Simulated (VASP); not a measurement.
Level of theory: r2SCAN meta-GGA, VASP's PBE PAW potentials (set 64) (plane waves; VASP).

The input files of a VASP run:

### POSCAR
```
PtAl2
1
    0.0000000000     2.9471763012     2.9471763012
    2.9471763012    -0.0000000000     2.9471763012
    2.9471763012     2.9471763012    -0.0000000000
Al Pt
2 1
Direct
  0.2500000000   0.2500000000   0.2500000000
  0.7500000000   0.7500000000   0.7500000000
  0.0000000000   0.0000000000   0.0000000000
```

### KPOINTS
```
Automatic
0
G
 8 8 8
```

### INCAR
```
SYSTEM = PtAl2
PREC = Accurate
ENCUT = 480
EDIFF = 1E-6
NELM = 100
ALGO = Normal
LREAL = .FALSE.
LASPH = .TRUE.
ISMEAR = 1
SIGMA = 0.1
METAGGA = R2SCAN
LMIXTAU = .TRUE.
LMAXMIX = 6
LWAVE = .FALSE.
LCHARG = .FALSE.
IBRION = 2
ISIF = 3
NSW = 60
EDIFFG = -0.02
```

POTCAR, in this order: Al Pt (PBE.64 set). Program: vasp_std.

The run wrote:

File OSZICAR:
```
       N       E                     dE             d eps       ncg     rms          rms(c)
DAV:   1    -0.551220868254E+01   -0.55122E+01   -0.66786E+03   704   0.110E+03
DAV:   2    -0.700783355811E+02   -0.64566E+02   -0.57526E+02   784   0.188E+02
DAV:   3    -0.718266647875E+02   -0.17483E+01   -0.17274E+01   872   0.307E+01
DAV:   4    -0.718425682669E+02   -0.15903E-01   -0.15899E-01   844   0.341E+00
DAV:   5    -0.718428347086E+02   -0.26644E-03   -0.26643E-03   872   0.475E-01    0.969E+00
DAV:   6    -0.678997482023E+02    0.39431E+01   -0.34054E+00   800   0.198E+01    0.363E+00
DAV:   7    -0.678261113895E+02    0.73637E-01   -0.42430E-01   788   0.654E+00    0.215E+00
DAV:   8    -0.678842554189E+02   -0.58144E-01   -0.92146E-02   712   0.246E+00    0.526E-01
DAV:   9    -0.678779364148E+02    0.63190E-02   -0.28338E-02   732   0.150E+00    0.171E-01
DAV:  10    -0.678897298369E+02   -0.11793E-01   -0.10996E-02   712   0.899E-01    0.116E-01
DAV:  11    -0.678906738811E+02   -0.94404E-03   -0.98641E-04   780   0.301E-01    0.350E-02
DAV:  12    -0.678907313401E+02   -0.57459E-04   -0.39193E-04   780   0.224E-01    0.176E-02
DAV:  13    -0.678909437621E+02   -0.21242E-03   -0.10075E-04   772   0.121E-01    0.546E-03
DAV:  14    -0.678909447333E+02   -0.97118E-06   -0.34367E-06   836   0.187E-02
   1 F= -.67890945E+02 E0= -.67891183E+02  d E =-.678909E+02
       N       E                     dE             d eps       ncg     rms          rms(c)
DAV:   1    -0.678981621415E+02   -0.72184E-02   -0.11255E-01   780   0.365E+00    0.536E-01
DAV:   2    -0.678909491238E+02    0.72130E-02   -0.35666E-02   780   0.206E+00    0.150E-01
DAV:   3    -0.678907545236E+02    0.19460E-03   -0.12033E-03   756   0.377E-01    0.554E-02
DAV:   4    -0.678906581806E+02    0.96343E-04   -0.20444E-04   740   0.104E-01    0.235E-02
DAV:   5    -0.678905437864E+02    0.11439E-03   -0.18155E-04   736   0.136E-01    0.105E-02
DAV:   6    -0.678907173567E+02   -0.17357E-03   -0.71157E-05   724   0.735E-02    0.825E-03
DAV:   7    -0.678907173993E+02   -0.42652E-07   -0.30404E-06   784   0.166E-02
   2 F= -.67890717E+02 E0= -.67890948E+02  d E =0.227334E-03
       N       E                     dE             d eps       ncg     rms          rms(c)
DAV:   1    -0.678938828900E+02   -0.31655E-02   -0.42517E-02   780   0.225E+00    0.333E-01
DAV:   2    -0.678912048353E+02    0.26781E-02   -0.13618E-02   780   0.126E+00    0.920E-02
DAV:   3    -0.678911426962E+02    0.62139E-04   -0.47184E-04   744   0.237E-01    0.314E-02
DAV:   4    -0.678911107226E+02    0.31974E-04   -0.79110E-05   744   0.651E-02    0.133E-02
DAV:   5    -0.678910907845E+02    0.19938E-04   -0.64303E-05   736   0.814E-02    0.646E-03
DAV:   6    -0.678911419807E+02   -0.51196E-04   -0.24975E-05   724   0.436E-02    0.494E-03
DAV:   7    -0.678911419152E+02    0.65489E-07   -0.10961E-06   564   0.103E-02
   3 F= -.67891142E+02 E0= -.67891378E+02  d E =-.197182E-03
```

**OUTCAR**
```
------------------------ aborting loop because EDIFF is reached ----------------------------------------
  FORCE on cell =-STRESS in cart. coord.  units (eV):
  Direction    XX          YY          ZZ          XY          YZ          ZX
  --------------------------------------------------------------------------------------
  Total        0.0145593      0.0145593      0.0145593     -0.0000000     -0.0000000      0.0000000
  in kB        0.4543498      0.4543498      0.4543498     -0.0000000     -0.0000000      0.0000000
  external PRESSURE =       0.4543498 kB  Pullay stress =       0.0000000 kB
  volume of cell :       51.34
      direct lattice vectors                 reciprocal lattice vectors
     0.000000000  2.949919504  2.949919504    -0.169496150  0.169496150  0.169496150
     2.949919504  0.000000000  2.949919504     0.169496150 -0.169496150  0.169496150
     2.949919504  2.949919504 -0.000000000     0.169496150  0.169496150 -0.169496150
 POSITION                                       TOTAL-FORCE (eV/Angst)
 -----------------------------------------------------------------------------------
      1.47496      1.47496      1.47496        -0.000000     -0.000000     -0.000000
      4.42488      4.42488      4.42488         0.000000      0.000000      0.000000
      0.00000      0.00000      0.00000        -0.000000      0.000000      0.000000
 -----------------------------------------------------------------------------------
    total drift:                                0.000000     -0.000000     -0.000000
  FREE ENERGIE OF THE ION-ELECTRON SYSTEM (eV)
  ---------------------------------------------------
  free  energy   TOTEN  =       -67.8911419152 eV

  energy  without entropy=      -67.8918511229  energy(sigma->0) =      -67.89137832

 reached required accuracy - stopping structural energy minimisation
```
(Selected blocks of OUTCAR.)

**CONTCAR**
```
PtAl2
   1.00000000000000
     0.0000000000000000    2.9499195042427635    2.9499195042427635
     2.9499195042427635    0.0000000000000000    2.9499195042427635
     2.9499195042427635    2.9499195042427635   -0.0000000000000000
  Al              Pt
     2     1
Direct
     0.2500000000000000    0.2500000000000000    0.2500000000000000
     0.7500000000000000    0.7500000000000000    0.7500000000000000
     0.0000000000000000    0.0000000000000000    0.0000000000000000
```

OUTCAR:
```
 val. band max:        7.7672320455   @ k =   0.3750   0.2500   0.0000

 cond. band min:       7.8588023950   @ k =  -0.3750   0.1250   0.0000


 Fermi energy:         7.8059071270

 k-point     1 :       0.0000    0.0000    0.0000
  band No.  band energies     occupation
      1      -2.9308      2.00000
      2       2.5058      2.00000
      3       2.5058      2.00000
      4       2.5058      2.00000
      5       3.9300      2.00000
      6       3.9300      2.00000
      7      11.5653      0.00000
      8      11.8302      0.00000
      9      11.8302      0.00000
     10      11.8302      0.00000
     11      13.6669      0.00000
     12      13.6669      0.00000

 k-point     2 :       0.1250    0.0000    0.0000
  band No.  band energies     occupation
      1      -2.7035      2.00000
      2       2.3856      2.00000
      3       2.5810      2.00000
      4       2.5810      2.00000
      5       3.9076      2.00000
      6       3.9076      2.00000
      7       9.6309     -0.00000
      8      11.2662      0.00000
      9      11.2662      0.00000
     10      11.8335      0.00000
     11      14.2542      0.00000
     12      14.2542      0.00000

 k-point     3 :       0.2500    0.0000    0.0000
  band No.  band energies     occupation
      1      -2.0492      2.00000
      2       2.0988      2.00000
      3       2.7381      2.00000
      4       2.7381      2.00000
      5       3.9177      2.00000
      6       3.9177      2.00000
      7       6.9484      2.00000
      8      10.2288      0.00000
      9      10.2288      0.00000
     10      12.2472      0.00000
     11      13.7757      0.00000
     12      13.7757      0.00000

 k-point     4 :       0.3750    0.0000    0.0000
  band No.  band energies     occupation
      1      -1.1035      2.00000
      2       1.7518      2.00000
      3       2.8315      2.00000
      4       2.8315      2.00000
      5       4.0674      2.00000
      6       4.0674      2.00000
...
```

Unless said otherwise, spin-orbit coupling is left out, though it shifts the bands of the heavy elements here.

The compound is PtAl2 in the fluorite structure. This run relaxes it. Symmetry was kept, so distortions that lower it aren't found. The start is the result of an earlier pass.
